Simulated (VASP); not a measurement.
```yaml
crystal:
  lattice:
    - [0.00000, 3.30311, 3.30311]
    - [3.30311, 0.00000, 3.30311]
    - [3.30311, 3.30311, 0.00000]
  atoms:
    - { symbol: K, position: [0.00000, 0.00000, 0.00000] }
    - { symbol: Br, position: [0.50000, 0.50000, 0.50000] }
```

All values below come from r2SCAN meta-GGA, VASP's PBE PAW potentials (set 64) (plane waves; VASP 6.6.1). Numerical set-up: 480 eV cut-off, 6×6×6 Γ-centred mesh, Gaussian smearing of 0.050 eV, potentials K_sv Br.

### Question
Estimate the energy per atom (σ→0), band gap (on the k-mesh) with the smallest direct gap where there is one.

### Answer

The band gap (on the k-mesh) is 5.07 eV. The smallest direct gap (on the k-mesh) comes out as 5.07 eV. The energy per atom (σ→0) comes out as -11.624 eV/atom.

The absolute energy has meaning only against runs of the same code, potentials and settings.

The compound is KBr in the rock salt structure. It was relaxed first.
